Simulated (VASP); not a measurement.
**Si2Mo (space group P6_222): computed properties**

These are PBEsol GGA, VASP's PBE PAW potentials (set 64) (plane waves; VASP) values and carry that method's errors.

```json
{
 "space_group": "P6_222 (180)",
 "cell": "a = 4.5758 Å, b = 4.5758 Å, c = 6.5642 Å, α = 90.00°, β = 90.00°, γ = 120.00°",
 "volume_per_atom": "13.23 Å³/atom",
 "band gap (over mesh and band path)": "0.03 eV",
 "smallest direct gap (over mesh and band path)": "0.53 eV",
 "band_edge_character": "indirect, L to M",
 "density": "6.37 g/cm³"
}
```

MoSi2 is taken in the hexagonal space group P6₂22 (No. 180), Pearson symbol hP9. Conventional cell: a = 4.5758 Å, b = 4.5758 Å, c = 6.5642 Å, α = 90.00°, β = 90.00°, γ = 120.00°. Si on 6j is surrounded by 5 Si at 2.546–2.662 Å and 5 Mo at 2.561–2.662 Å. Mo on 3d is coordinated by 10 Si at 2.561–2.662 Å and 4 Mo at 3.166 Å. (Neighbours: up to the widest gap in distance over summed covalent radii, below 1.35, at either atom; cation-cation and far metal-metal contacts left out.)

The structure comes from a computed database's Si2Mo entry (P6_222); how it stands against other phases isn't given here. It was relaxed first. Symmetry was kept, so distortions that lower it aren't found.
